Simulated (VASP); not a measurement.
Energy against volume of Ge (diamond). All values below come from PBEsol GGA, VASP's PBE PAW potentials (set 64) (plane waves; VASP). Numerical set-up: 520 eV cut-off, 11×11×11 Γ-centred mesh, first-order Methfessel-Paxton smearing of 0.10 eV, potentials Ge_d.

```csv
V (Å³/atom),E (eV/atom)
22.156,-4.93190
22.842,-4.93641
23.527,-4.93232
24.212,-4.92090
```

Task: Fit these four points and predict the energy of the run at 21.471 Å³/atom.

Result: A cubic in V^(−2/3), the third-order Birch-Murnaghan form, passes through the four points with V0 = 22.84 Å³/atom and B0 = 67 GPa, and gives -4.9173 eV/atom there. The run gave -4.9171 eV/atom, +0.2 meV/atom from the fit; all five points give B0 = 67 GPa.

The compound is Ge in the diamond structure. It was relaxed first.
